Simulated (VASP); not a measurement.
Method: PBEsol GGA, VASP's PBE PAW potentials (set 64) (plane waves; VASP).

The input files of a VASP run:

KPOINTS:
```
k-points along high-symmetry lines
12
Line-mode
Reciprocal
  0.000000   0.000000   0.000000 ! GAMMA
  0.000000   0.000000  -0.500000 ! T

  0.000000   0.000000  -0.500000 ! T
 -0.328125   0.328125  -0.500000 ! H_2

 -0.343750   0.328125  -0.187500 ! H_0
  0.000000   0.500000   0.500000 ! L

  0.000000   0.500000   0.500000 ! L
  0.000000   0.000000   0.000000 ! GAMMA

  0.000000   0.000000   0.000000 ! GAMMA
 -0.335938   0.335938   0.000000 ! S_0

 -0.335937   0.328125  -0.343750 ! S_2
 -0.500000   0.000000  -1.000000 ! F

 -0.500000   0.000000  -1.000000 ! F
  0.000000   0.000000   0.000000 ! GAMMA
```

**POSCAR**
```
AlGa3Sb4
1
   -0.0000000000     3.0631642907     3.0631642907
    3.0631642907    -0.0000000000     3.0631642907
   12.2399205515    12.2399205515     0.0127366110
Ga Sb Al
3 4 1
Direct
  0.9989916459   0.9989916459   0.0007562655
  0.9998362311   0.9998362311   0.2501228267
  0.0009134267   0.0009134267   0.4993149299
  0.2497267241   0.2497267241   0.0627049569
  0.2504390429   0.2504390429   0.3121707179
  0.2514805286   0.2514805286   0.5613896036
  0.2489136895   0.2489136895   0.8133147328
  0.9996987110   0.9996987110   0.7502259667
```

INCAR:
```
SYSTEM = AlGa3Sb4
PREC = Accurate
ENCUT = 400
EDIFF = 1E-7
NELM = 100
ALGO = Normal
LREAL = .FALSE.
LASPH = .TRUE.
ISMEAR = 0
SIGMA = 0.05
GGA = PS
LMAXMIX = 4
LWAVE = .FALSE.
LCHARG = .FALSE.
LORBIT = 11
ICHARG = 11
```

POTCAR, in this order: Ga_d Sb Al (PBE.64 set). Program: vasp_std. Read from the step before: CHGCAR.

What VASP printed:

OUTCAR:
```
 ion  position               nearest neighbor table
   1  0.999  0.999  0.001-   7 2.65   4 2.65   4 2.65   4 2.65
   2  1.000  1.000  0.250-   4 2.65   5 2.65   5 2.65   5 2.65
   3  0.001  0.001  0.499-   5 2.64   6 2.65   6 2.65   6 2.65
   4  0.250  0.250  0.063-   2 2.65   1 2.65   1 2.65   1 2.65
   5  0.250  0.250  0.312-   3 2.64   2 2.65   2 2.65   2 2.65
   6  0.251  0.251  0.561-   3 2.65   3 2.65   3 2.65   8 2.67
   7  0.249  0.249  0.813-   1 2.65   8 2.66   8 2.66   8 2.66
   8  1.000  1.000  0.750-   7 2.66   7 2.66   7 2.66   6 2.67
  LATTYP: Found a trigonal (rhomboedric) cell.
 ALAT       =    14.3457909409
 COS(alpha) =     0.9544076912
 Subroutine PRICEL returns:
 Original cell was already a primitive cell.
 Subroutine GETGRP returns: Found  6 space group operations
The static configuration has the point symmetry C_3v.
The dynamic configuration has the point symmetry C_3v.
 Subroutine INISYM returns: Found  6 space group operations
   k-points           NKPTS =     84   k-points in BZ     NKDIM =     84   number of bands    NBANDS=     37
   number of dos      NEDOS =    301   number of ions     NIONS =      8
   total plane-waves  NPLWV =  94080
   dimension x,y,z NGX =    28 NGY =   28 NGZ =  120
   dimension x,y,z NGXF=    56 NGYF=   56 NGZF=  240
   ions per type =               3   4   1
   PREC   = accura    normal or accurate (medium, high low for compatibility)
   ISTART =      0    job   : 0-new  1-cont  2-samecut
   ICHARG =     11    charge: 1-file 2-atom 10-const
   ISPIN  =      1    spin polarized calculation?
   LNONCOLLINEAR =      F non collinear calculations
   LSORBIT =      F    spin-orbit coupling
   INIWAV =      1    electr: 0-lowe 1-rand  2-diag
   ENCUT  =  400.0 eV  29.40 Ry    5.42 a.u.   7.06  7.06 28.23*2*pi/ulx,y,z
   NELM   =    100;   NELMIN=  2; NELMDL= -5     # of ELM steps
   EDIFF  = 0.1E-06   stopping-criterion for ELM
   LREAL  =      F    real-space projection
   NLSPLINE    = F    spline interpolate recip. space projectors
   LMAXMIX     =    4 max onsite mixed and CHGCAR
   VOSKOWN=      0    Vosko Wilk Nusair interpolation
   EDIFFG = 0.1E-05   stopping-criterion for IOM
   NSW    =      0    number of steps for IOM
   NBLOCK =      1;   KBLOCK =      1    inner block; outer block
   IBRION =     -1    ionic relax: 0-MD 1-quasi-New 2-CG
   NFREE  =      0    steps in history (QN), initial steepest desc. (CG)
   ISIF   =      2    stress and relaxation
   ISYM   =      2    0-nonsym 1-usesym 2-fastsym
   TEIN   =    0.0    initial temperature
   TEBEG  =    0.0;   TEEND  =   0.0 temperature during run
   SMASS  =  -3.00    Nose mass-parameter (am)
   PSTRESS=    0.0 pullay stress
   NELECT =      62.0000    total number of electrons
   EFERMI =   0.00;   METHOD = LEGACY
   ISMEAR =     0;   SIGMA  =   0.05  broadening in eV -4-tet -1-fermi 0-gaus
   IALGO  =     38    algorithm
   LDIAG  =      T    sub-space diagonalisation (order eigenvalues)
   IMIX   =      4    mixing-type and parameters
     AMIX     =   0.40;   BMIX     =  1.00
     AMIX_MAG =   1.60;   BMIX_MAG =  1.00
     AMIN     =   0.10
   GGA     = PS    functional components
   VOSKOWN =     0    Vosko Wilk Nusair interpolation
   LHFCALC =     F    Hartree Fock is set to
   LHFONE  =     F    Hartree Fock one center treatment
   AEXX    =    0.0000 exact exchange contribution
   IVDW    =     0    specifies the selected vdW correction
   LEPSILON=     F    determine dielectric tensor
   LRPA    =     F    only Hartree local field effects (RPA)
  energy-cutoff  :      400.00
  volume of cell :      229.57
      direct lattice vectors                 reciprocal lattice vectors
     0.000000000  3.063164291  3.063164291    -0.163314871  0.163144929  0.163314871
     3.063164291  0.000000000  3.063164291     0.163144929 -0.163314871  0.163314871
    12.239920551 12.239920551  0.012736611     0.040871203  0.040871203 -0.040871203
 k-point     1 :   0.0000 0.0000 0.0000  plane waves:    4163
 k-point     2 :   0.0000 0.0000-0.0455  plane waves:    4168
 k-point     3 :   0.0000 0.0000-0.0909  plane waves:    4168
...
```

File OSZICAR:
```
       N       E                     dE             d eps       ncg     rms          rms(c)
DAV:   1     0.414482410311E+03    0.41448E+03   -0.23479E+04  6296   0.165E+03
DAV:   2     0.283537046504E+02   -0.38613E+03   -0.37655E+03  6937   0.408E+02
DAV:   3    -0.243717636949E+02   -0.52725E+02   -0.50143E+02  7414   0.128E+02
DAV:   4    -0.270626018645E+02   -0.26908E+01   -0.26185E+01  7561   0.294E+01
DAV:   5    -0.271534425094E+02   -0.90841E-01   -0.90098E-01  8784   0.513E+00
DAV:   6    -0.271569511399E+02   -0.35086E-02   -0.35076E-02  8979   0.885E-01
DAV:   7    -0.271570056042E+02   -0.54464E-04   -0.54459E-04  8970   0.115E-01
DAV:   8    -0.271570068105E+02   -0.12062E-05   -0.12060E-05  8896   0.170E-02
DAV:   9    -0.271570068356E+02   -0.25143E-07   -0.25119E-07  5965   0.253E-03
   1 F= -.27157007E+02 E0= -.27156914E+02  d E =-.185866E-03
```

OUTCAR:
```
 val. band max:        4.7276579058   @ k =   0.0000   0.0000   0.0000

 cond. band min:       4.9097124754   @ k =   0.0000   0.0000   0.0000



 k-point     1 :       0.0000    0.0000    0.0000
  band No.  band energies     occupation
      1     -10.2241      2.00000
      2     -10.2178      2.00000
      3     -10.1987      2.00000
      4     -10.1987      2.00000
      5     -10.1965      2.00000
      6     -10.1960      2.00000
      7     -10.1960      2.00000
      8     -10.1800      2.00000
      9     -10.1800      2.00000
     10     -10.1556      2.00000
     11     -10.1556      2.00000
     12     -10.1514      2.00000
     13     -10.1514      2.00000
     14     -10.1367      2.00000
     15     -10.1367      2.00000
     16      -6.6184      2.00000
     17      -6.0763      2.00000
     18      -5.8902      2.00000
     19      -4.9968      2.00000
     20      -1.4458      2.00000
     21       0.7202      2.00000
     22       1.0149      2.00000
     23       3.6150      2.00000
     24       3.6150      2.00000
     25       4.0036      2.00000
     26       4.0037      2.00000
     27       4.0984      2.00000
     28       4.0984      2.00000
     29       4.7260      1.99559
     30       4.7276      1.99492
     31       4.7277      1.99491
     32       4.9097      0.01889
     33       5.2497      0.00000
     34       5.5295      0.00000
     35       6.1586      0.00000
     36       7.5600      0.00000
     37       7.5625      0.00000

 k-point     2 :       0.0000    0.0000   -0.0455
  band No.  band energies     occupation
      1     -10.2241      2.00000
      2     -10.2178      2.00000
      3     -10.1987      2.00000
      4     -10.1987      2.00000
      5     -10.1965      2.00000
      6     -10.1960      2.00000
      7     -10.1960      2.00000
      8     -10.1800      2.00000
      9     -10.1800      2.00000
     10     -10.1556      2.00000
     11     -10.1556      2.00000
     12     -10.1514      2.00000
...
```

The density is held fixed in this step, so its total energy and stress have no physical meaning. Unless said otherwise, spin-orbit coupling is left out, though it shifts the bands of the heavy elements here.

The structure was generated: AlGa3Sb4 was put into an ordered model structure (R3m), which need not be its known phase. It was relaxed first.
